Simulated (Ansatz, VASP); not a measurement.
# Cross-check of VInS3 between VASP and Ansatz, part 2 of 2

Wanted: the spread between two codes on one cell, functional and k mesh. The cell is generated by rule, not measured, and may not be a known phase. The two relaxations start from unlike cells of this crystal (the structure described is Ansatz's start), so only their ends are compared.

VASP 6.6.1 and Ansatz 0.2.0.

So far: The starting structure; VASP: relaxation of cell and atoms, PBEsol.

The structure was built from a prototype and need not be the compound's stable phase.

## Step 3: Ansatz: relaxation of cell and atoms, PBEsol

Level of this step: Ansatz beside VASP: Kohn-Sham DFT, plane waves, PBEsol (Ansatz).

Ansatz runs on its PAW soft_1 files.

Its own start cell and the same functional, mesh and smearing now go to Ansatz, which takes its cutoff from its data sets.

Input file input.yaml:

```yaml
crystal:
  lattice:
    - [4.6648, 0.0, 0.0]
    - [0.0, 4.6648, 0.0]
    - [0.0, 0.0, 4.6648]
  atoms:
    - { symbol: In, position: [0.0, 0.0, 0.0] }
    - { symbol: V, position: [0.5, 0.5, 0.5] }
    - { symbol: S, position: [0.5, 0.5, 0.0] }
    - { symbol: S, position: [0.5, 0.0, 0.5] }
    - { symbol: S, position: [0.0, 0.5, 0.5] }
kpoints:
  mp_grid: { grid: [8, 8, 8] }
hamiltonian:
  xc: pbesol
  pseudopotentials: { kind: paw, azcp: { folder: soft_1 }, xc_functional: pbe }
scf:
  occupations: { method: gaussian, width: 0.1 }
output:
  forces: true
  stress: true
  eigenvalues: true
  write_density: true
  write_potential: true
  elf: true
  volumetric_format: npy
relax:
  adjacent_minimum: "off"
  f_tol: 0.005
  max_steps: 80
  cell: { stress_tol: 0.05 }
```

Run with:

```bash
$ ansatz run input.yaml --threads 4 --pin off --max-ram 16384MiB --backend cpu --events-out ev --progress --plain --runs-dir out
```

Numbers of over 12 decimals in the logs are rounded to 6 here.

Log:

```text
Engine: ansatz 0.2.0, aarch64-unknown-linux-gnu
Pseudopotentials: kind: paw
Pseudopotential: In, paw, valence charge 13, recommended cutoff 420 eV (normal), soft_1/In.paw.azcp
Pseudopotential: V, paw, valence charge 13, recommended cutoff 420 eV (normal), soft_1/V.paw.azcp
Pseudopotential: S, paw, valence charge 6, recommended cutoff 420 eV (normal), soft_1/S.paw.azcp
Functional definition: PBEsol
  exchange = pbesol_x
  correlation = pbesol_c
Crystal: 5 atoms, lattice volume = 101.508 Å³
Basis set: ecut = 420 eV, 1935 PW (Γ), exchange–correlation on 64×64×64 points (8 copies of the dense FFT grid, shifted against one another)
Bands: 27, of which v1, the nominal top of the filled ones, is band 22 counted from 1 (21 counted from 0)
Symmetry: 48 space group operations
Space group: Pm-3m (ITA 221), of the structure as read, at distance tolerance 4.7e-5 Å
k-points: 35 of 512
Non-local potential: In, projectors of the file, l = 0: 2, l = 1: 2, l = 2: 2, l = 3: 1
Non-local potential: V, projectors of the file, l = 0: 3, l = 1: 2, l = 2: 3, l = 3: 1
Non-local potential: S, projectors of the file, l = 0: 2, l = 1: 2, l = 2: 1
PAW form: soft (Blöchl's): semilocal exchange-correlation on the pseudo side does not see the compensation charge
PAW frozen core: In, regenerated for the run's functional, and the local potential with it (the file was generated under x = pbe(κ = 0.804, μ = 0.219515), c = pbe(β = 0.066725))
PAW frozen core: V, regenerated for the run's functional, and the local potential with it (the file was generated under x = pbe(κ = 0.804, μ = 0.219515), c = pbe(β = 0.066725))
PAW frozen core: S, regenerated for the run's functional, and the local potential with it (the file was generated under x = pbe(κ = 0.804, μ = 0.219515), c = pbe(β = 0.066725))
PAW one-centre angular grid: In, 590 points (default); XC on 64 Gauss nodes
PAW one-centre angular grid: V, 590 points (default); XC on 64 Gauss nodes
PAW one-centre angular grid: S, 110 points (default); XC on 64 Gauss nodes
Initial density: superposition of atomic densities (chi_scale 0.1, normalization cell, long waves kept (reshape's long-wave potential 0.00 eV rms))
Initial wavefunctions: pseudopotential atomic-orbital guess
Functional: x = pbesol(κ = 0.804, μ = 0.123457), c = pbesol(β = 0.046)
SCF iter   1: F=—  HF=-11068.756276 eV  |F-HF|=—  |Δ(HF+E_count)|=         —  Δρ=1.07e-1  dr2=2.16e1  ethr=3.10e-3  ⟨swp⟩=7.1  Hψ=10059  notcnv=0  defer=20
automatic band count: the SCF goes on with 32 bands, as 27 were too few: the levels above may hold too much charge
preconditioner: auto → Kerker (q_TF=auto, 2.373 Å⁻¹)  [metal: Δε(μ)=0.040 eV  Ē_g=10.961 eV  σ=0.100 eV  W_gap=0.22  n_scr=26 (ndim 8)  ℏωp=22.1 eV  f_vac=0.000  D(μ)=5.67/eV (n_scr^D=56)]
SCF iter   2: F=—  HF=-11067.853360 eV  |F-HF|=—  |Δ(HF+E_count)|=   9.03e-1  Δρ=5.55e-2  dr2=6.44e0  ethr=3.10e-3  ⟨swp⟩=2.0  Hψ=1538  notcnv=0  defer=55
SCF iter   3: F=—  HF=-11067.404319 eV  |F-HF|=—  |Δ(HF+E_count)|=   4.49e-1  Δρ=9.79e-3  dr2=2.11e-1  ethr=3.10e-3  ⟨swp⟩=2.1  Hψ=1313  notcnv=0  defer=55
SCF iter   4: F=—  HF=-11067.394465 eV  |F-HF|=—  |Δ(HF+E_count)|=   9.85e-3  Δρ=3.42e-3  dr2=1.30e-2  ethr=4.79e-4  ⟨swp⟩=1.5  Hψ=1435  notcnv=0  defer=72
SCF iter   5: F=—  HF=-11067.393747 eV  |F-HF|=—  |Δ(HF+E_count)|=   7.18e-4  Δρ=9.87e-4  dr2=1.34e-3  ethr=2.96e-5  ⟨swp⟩=1.1  Hψ=1053  notcnv=0  defer=72
SCF iter   6: F=—  HF=-11067.393675 eV  |F-HF|=—  |Δ(HF+E_count)|=   7.16e-5  Δρ=4.83e-4  dr2=3.13e-4  ethr=3.04e-6  ⟨swp⟩=2.3  Hψ=1511  notcnv=0  defer=72
SCF iter   7: F=—  HF=-11067.393654 eV  |F-HF|=—  |Δ(HF+E_count)|=   2.13e-5  Δρ=1.12e-4  dr2=1.52e-5  ethr=7.11e-7  ⟨swp⟩=1.4  Hψ=1097  notcnv=0  defer=72
SCF iter   8: F=—  HF=-11067.393779 eV  |F-HF|=—  |Δ(HF+E_count)|=   1.25e-4  Δρ=3.15e-5  dr2=1.43e-6  ethr=3.44e-8  ⟨swp⟩=2.1  Hψ=1575  notcnv=0  defer=72
SCF iter   9: F=-11067.393779 eV  HF=-11067.393779 eV  |F-HF|=9.10e-9  |Δ(HF+E_count)|=   9.26e-8  Δρ=4.71e-6  dr2=2.62e-8  ethr=2.27e-10  ⟨swp⟩=15.8  Hψ=9036  notcnv=0
SCF 1 converged in 9 iterations: F = -11067.393779 eV  dr2 = 2.62e-8
  greatest PAW one-centre occupation: 1.000 electrons in one spin orbital (limit 2), on the V atom at site 1 (counted from 0), in its partial waves of l = 0
relax step   1: F+E_penalty+E_count = -11067.39377881 eV  Δ(F+E_penalty+E_count) = +0.000e0 eV  max|allowed force component| = 9.276e-29 eV/Å  Δτ_max = 0.0000 Å  P = -4.271 GPa  Ω = 101.508 Å³  (9 SCF iters, dr2 threshold 1.00e-7 eV, accepted)
[...]
relax step   3: F+E_penalty+E_count = -11067.47242750 eV  Δ(F+E_penalty+E_count) = -3.082e-3 eV  max|allowed force component| = 8.798e-29 eV/Å  Δτ_max = 0.0000 Å  P = +0.089 GPa  Ω = 95.919 Å³  energy of the carried Pulay correction = +1.743e-3 eV  (6 SCF iters, dr2 threshold 5.00e-7 eV, accepted)
[...]
relax step   4: F+E_penalty+E_count = -11067.47242298 eV  Δ(F+E_penalty+E_count) = +4.513e-6 eV  max|allowed force component| = 3.211e-29 eV/Å  Δτ_max = 0.0000 Å  P = -0.001 GPa  Ω = 96.019 Å³  energy of the carried Pulay correction = +1.711e-3 eV  (6 SCF iters, dr2 threshold 1.97e-8 eV, accepted)
[...]
relax step   5: F+E_penalty+E_count = -11067.47077683 eV  Δ(F+E_penalty+E_count) = +1.646e-3 eV  max|allowed force component| = 2.388e-29 eV/Å  Δτ_max = 0.0000 Å  P = -0.003 GPa  Ω = 96.019 Å³  stress off target by 3.32e-3 GPa  SCF on the basis re-selected at this cell (its energy is not comparable with the rows above)  (6 SCF iters)
basis re-selected at this cell: Δ(F+E_penalty+E_count) = +1.646e-3 eV, ΔP = -0.002 GPa vs the last step (what re-selecting the basis moved, of the pressure what is left beyond the Pulay correction that the steps carried, after the strain that the cell walked since its last selection, with what the two solves' SCF thresholds leave and, on support functions, any second-order correction that the steps lacked; it is no m [...]
SCF converged after 6 iterations
Free energy (F): -11067.470777 eV
Harris-Foulkes:  -11067.470777 eV  (|F-HF|=1.09e-11)
Internal energy: -11067.445132 eV  (E = F + TS)
E sigma→0 (E₀):  -11067.457954 eV
Entropy (-TS):   -0.025645 eV (-5.129 meV/atom)
Fermi energy:    8.747848 eV
--- Per-component energies (eV) ---
  E_band       = -249.804049
  E_kinetic    = 827.297501
  E_local      = -2936.323825  (includes V_loc(G=0)·N_el)
  E_nonlocal   = 514.303871
  E_hartree    = 1168.908613
  E_xc         = -520.898152
  E_vxc        = -483.325772  (∫ρ·V_xc dr)
  E_paw        = -7008.412526  (= ΣΔE_a)
  E_vpaw       = -509.574060  (= ΣTr[D̂ρ^β])
  E_aug_tail   = 0.001108  (compensation charges beyond the density's cutoff)
  E_ewald      = -3112.893153
  E_core_change = 0.571431  (= ΣΔE_core)
  E_smearing   = -0.025645  (= −TS)
  E_closure    = 0.000000  (closes the sum)
  Σ components = -11067.470777   (vs F -11067.470777, Δ=0.00e0)
--- Forces (eV/Å), atoms counted from 1 ---
  atom   1  In    -0.00000000    -0.00000000    -0.00000000
  atom   2  V      0.00000000    -0.00000000    -0.00000000
  atom   3  S      0.00000000     0.00000000    -0.00000000
  atom   4  S      0.00000000     0.00000000    -0.00000000
  atom   5  S     -0.00000000    -0.00000000     0.00000000
  max |Σ_I F_I| component: 4.89e-29 eV/Å
--- Stress (GPa, compression-positive) ---
       -0.003324       0.000000       0.000000
        0.000000      -0.003324      -0.000000
        0.000000      -0.000000      -0.003324
  P = ⅓ Tr σ = -0.0033 GPa (-0.033 kbar)
--- Band table (eV; the first three rows and the last of 35) ---
  k-point 0: bands = [... 18 lower, 7.4042, 7.8597, 7.8597, 7.8597, 8.1436, 8.1436, 8.1436, 9.3356, ... 6 higher]
  k-point 1: bands = [... 18 lower, 7.3024, 7.7565, 7.8645, 7.8943, 7.8943, 8.6165, 8.6165, 9.3424, ... 6 higher]
  k-point 2: bands = [... 18 lower, 7.0777, 7.8763, 7.9707, 7.9707, 7.9913, 9.2388, 9.2388, 9.3551, ... 6 higher]
  k-point 34: bands = [... 18 lower, 5.2552, 9.0707, 9.0707, 9.0707, 9.6373, 9.6373, 9.6373, 14.2120, ... 6 higher]
--- Relaxed structure (4 steps of the walk, 4 accepted, 1 SCFs on fresh bases) ---
  F+E_penalty+E_count = -11067.47077683 eV   max|allowed force component| = 2.388e-29 eV/Å   (the final SCF, on the basis selected at the relaxed cell)
  cell:  # Å, volume = 96.0189 Å³
    - [4.579157, 0, 0]
    - [0, 4.579157, 0]
    - [0, 0, 4.579157]
  atoms:
    - { symbol: In, position: [0, 0, 0] }
    - { symbol: V, position: [0.500000, 0.500000, 0.500000] }
    - { symbol: S, position: [0.500000, 0.500000, 0] }
    - { symbol: S, position: [0.500000, 0, 0.500000] }
    - { symbol: S, position: [0, 0.500000, 0.500000] }
```

## Step 4: Differences

Known differences besides the potentials themselves: the cutoff is 420 eV in Ansatz and 500 eV in VASP; Ansatz makes its cores anew for this functional, VASP keeps those of its PBE data sets; Ansatz adds a Pulay correction to the stress that steers its cell, VASP none. Total energies have different zeros and are not compared.

Compared:

| quantity | Ansatz | VASP | difference |
| --- | --- | --- | --- |
| volume (Å³) | 96.02 | 96.04 | -0.02 % |
| edge a after relaxation, in the typed setting (Å) | 4.579 | 4.579 | +0.00 % |

## Step 5: What came out

```yaml
difference_in_volume_relaxation_of_cell_and_atoms_pbesol: -0.018 %
```

The difference in volume is -0.018 % (relaxation of cell and atoms, PBEsol), within the 1.2 % picked in this series as the mark of a large difference, as far as the stopping tolerances let one tell. 1 further run of this series is not shown here. How closely two codes agree says nothing of how well the functional describes the real material.

[Lines on the potential files, build, host, timing and source positions are cut from VASP's logs without a mark.]

[Logs are printed without paths, hosts, clocks, repeated set-up lines and the standing remarks that a program may print on its own settings, such as how far it seeks lower states.]

[Hosts, paths, dates, database ids (printed as entryN), source tags and the programs' standing remarks are cut or masked in the printed files.]
